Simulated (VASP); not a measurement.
```
ZrO2
1.0
    0.00000     2.57214     2.57214
    2.57214     0.00000     2.57214
    2.57214     2.57214     0.00000
Zr O
1 2
Direct
  0.00000   0.00000   0.00000
  0.25000   0.25000   0.25000
  0.75000   0.75000   0.75000
```

Level of theory: revPBE GGA, VASP's PBE PAW potentials (set 64) (plane waves; VASP). Run with 520 eV cut-off, 7×7×7 Γ-centred mesh, Gaussian smearing of 0.050 eV, potentials Zr_sv O.

Problem. Give the energy at these volumes per atom, relative to the lowest: 10.66, 11.00, 11.34, 11.68, 12.02 Å³.

Solution. 32.8, 8.0, 0.0, 6.5, 25.2 meV/atom. A third-order Birch-Murnaghan fit gives B0 = 225 GPa and B0′ = 4.2.

Measured: a 5.090 Å at 0 K (computed value off by +1.1 %), as given by Xinyuan Zhao et al., Physical review. B, Condensed matter (2002), arXiv:cond-mat/0108491 [extrapolated to 0 K from high-temperature diffraction of the cubic phase (5.27 Å at 2410 °C), as arXiv:1708.09424 says of the same reference; zero-point expansion not removed].

The compound is ZrO2 in the fluorite structure, the high-temperature cubic form, which is unstable at 0 K; the monoclinic form is the stable one. It was relaxed first.
